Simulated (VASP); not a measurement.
Here is the system:

```xyz
72
Lattice="5.0056 -8.6699 0.0000 5.0056 8.6699 0.0000 0.0000 0.0000 10.9867" Properties=species:S:1:pos:R:3 pbc="T T T"
Si     1.1756     2.0361     1.8311
Si     2.6545     0.0000     0.0000
Si     1.1756    -2.0361     3.6622
Si     1.1756     2.0361     7.3244
Si     2.6545     0.0000     5.4933
Si     1.1756    -2.0361     9.1555
Si     3.6783     6.3711     1.8311
Si     5.1572     4.3349     0.0000
Si     3.6783     2.2988     3.6622
Si     3.6783     6.3711     7.3244
Si     5.1572     4.3349     5.4933
Si     3.6783     2.2988     9.1555
Si     3.6289    -2.2877     1.8679
Si     5.1572    -4.3349     0.0000
Si     8.6839     2.2988     3.6622
Si     3.6783    -2.2988     7.3244
Si     5.1571    -4.3549     5.5156
Si     8.6839     2.2988     9.1555
Si     6.1811     2.0361     1.8311
Si     7.6600     0.0000     0.0000
Si     6.1811     2.0361     7.3244
Si     7.7097    -0.0045     5.4971
Si     6.1811    -2.0361     9.1555
O      1.7029     0.6355     1.1768
O      3.6038     1.1570     4.8391
O      2.2017    -2.5424     2.4854
O      3.6038    -1.1570     0.6543
O      1.7029    -0.6355     4.3165
O      2.2017     2.5424     3.0080
O      1.7029     0.6355     6.6702
O      3.6038     1.1570    10.3324
O      2.2017    -2.5424     7.9787
O      3.6038    -1.1570     6.1476
O      1.7029    -0.6355     9.8098
O      2.2017     2.5424     8.5013
O      4.2057     4.9705     1.1768
O      6.1065     5.4919     4.8391
O      4.7045     1.7925     2.4854
O      6.1065     3.1780     0.6543
O      4.2057     3.6994     4.3165
O      4.7045     6.8774     3.0080
O      4.2057     4.9705     6.6702
O      6.1065     5.4919    10.3324
O      4.7045     1.7925     7.9787
O      6.1065     3.1780     6.1476
O      4.2057     3.6994     9.8098
O      4.7045     6.8774     8.5013
O      4.2057    -3.6994     1.1768
O      6.1499    -3.1828     4.8281
O      4.7045    -6.8774     2.4854
O      6.1065    -5.4919     0.6543
O      4.2057    -4.9705     4.3165
O      4.6563    -1.7719     3.0376
O      4.2057    -3.6994     6.6702
O      6.1065    -3.1780    10.3324
O      4.7045    -6.8774     7.9787
O      6.1065    -5.4919     6.1476
O      4.2057    -4.9705     9.8098
O      4.7045    -1.7925     8.5013
O      6.7085     0.6355     1.1768
O      8.6093     1.1570     4.8391
O      7.2407    -2.5033     2.5233
O      8.6093    -1.1570     0.6543
O      6.6868    -0.6402     4.2891
O      7.2073     2.5424     3.0080
O      6.7085     0.6355     6.6702
O      8.6093     1.1570    10.3324
O      7.2073    -2.5424     7.9787
O      8.6093    -1.1570     6.1476
O      6.7085    -0.6355     9.8098
O      7.2073     2.5424     8.5013
Al     6.2315    -2.0108     3.6145
```
Cell charge +1.

Level of theory: PBE GGA, VASP's PBE PAW potentials (set 64) (plane waves; VASP). Numerical set-up: PREC = Normal, LREAL = Auto, ISYM = 0, NELECT = 382.0, EDIFF = 1E-5, 400 eV cut-off, 1×1×1 Γ-centred mesh, Gaussian smearing of 0.050 eV, potentials Si O Al.

The cell is charged, with a uniform compensating background. The supercell is sampled at Γ alone, which is coarse: total energies, pressure and levels can be off, energies of defects by several tenths of an eV.

Problem. The ions are relaxed. Predict the relaxed structure.

Solution. 
```xyz
72
Lattice="5.0056 -8.6699 0.0000 5.0056 8.6699 0.0000 0.0000 0.0000 10.9867" Properties=species:S:1:pos:R:3 pbc="T T T"
Si     1.1943     2.0679     1.8323
Si     2.5890    -0.0048    10.9644
Si     6.1600     6.6116     3.6452
Si     1.1925     1.9974     7.3306
Si     2.6423    -0.0312     5.4781
Si     6.1753     6.5976     9.1474
Si     3.7012     6.3844     1.7936
Si     5.1828     4.3033    10.9818
Si     3.6989     2.2638     3.6633
Si     8.6750    -2.2785     7.3243
Si     5.1201     4.3377     5.4916
Si     3.6966     2.2686     9.1571
Si     3.6109    -2.3016     1.7980
Si     5.1493    -4.3170     0.0012
Si     3.7100    -6.3628     3.6789
Si     3.6903    -2.2768     7.3245
Si     5.1377    -4.3498     5.5316
Si     3.7139    -6.3813     9.1639
Si     6.2153     2.0342     1.8483
Si     7.6349     0.0041     0.0014
Si     6.2182     2.0948     7.3484
Si     7.6969     0.0595     5.5292
Si     6.1817    -2.0337     9.1571
O      1.6736     0.6786     1.1347
O      3.5803     1.1108     4.8042
O      2.1426    -2.5759     2.4539
O      3.5154    -1.1747     0.6212
O      1.6944    -0.6884     4.3276
O      2.2559     2.5314     2.9699
O      1.7019     0.6151     6.6436
O      3.5625     1.0961    10.2777
O      2.2245    -2.5005     7.9865
O      3.6097    -1.1540     6.1490
O      1.6138    -0.6696     9.8432
O      2.2612     2.5241     8.4423
O      4.2761     5.0164     1.1376
O      6.0618     5.4594     4.7889
O      4.7577     1.7918     2.5224
O      6.1246     3.1718     0.6832
O      4.1871     3.6475     4.3567
O      4.7068     6.9022     2.9738
O      4.1637     5.0119     6.6225
O      6.1355     5.4092    10.2611
O      4.7797     1.7996     8.0367
O      6.0816     3.2280     6.1913
O      4.1927     3.6406     9.8702
O      4.7086     6.8285     8.4972
O      4.1488    -3.6828     1.1207
O      6.0989    -3.2148     4.9116
O      4.7559    -6.8527     2.5335
O      6.0975    -5.4359     0.7014
O      4.1847    -4.9606     4.3531
O      4.5868    -1.7651     2.9578
O      4.1808    -3.6906     6.6806
O      6.0895    -3.1774    10.3128
O      4.7629    -6.9426     8.0504
O      6.0362    -5.5319     6.1861
O      4.2492    -4.9965     9.8150
O      4.7279    -1.7796     8.4749
O      6.7047     0.6361     1.1770
O      8.6688     1.1916     4.8691
O      7.2420    -2.5498     2.4118
O      8.6152    -1.1264     0.6448
O      6.7432    -0.5191     4.3706
O      7.2593     2.5270     2.9970
O      6.7707     0.7076     6.7065
O      8.5604     1.1605    10.3234
O      7.2186    -2.5221     8.0001
O      8.6261    -1.0945     6.2061
O      6.6837    -0.6467     9.8401
O      7.2828     2.6079     8.4683
Al     6.1594    -1.9971     3.6636
```
Cell charge +1.

Problem. How much energy does the relaxation gain?

Solution. The energy (σ→0) changes by -20.1 meV/atom, in 49 ionic steps.

The cell is a supercell with a defect, built from SiO2 (quartz): Al_Si, charge +1. The run is not spin-polarised, so no state with unpaired spins was tried.
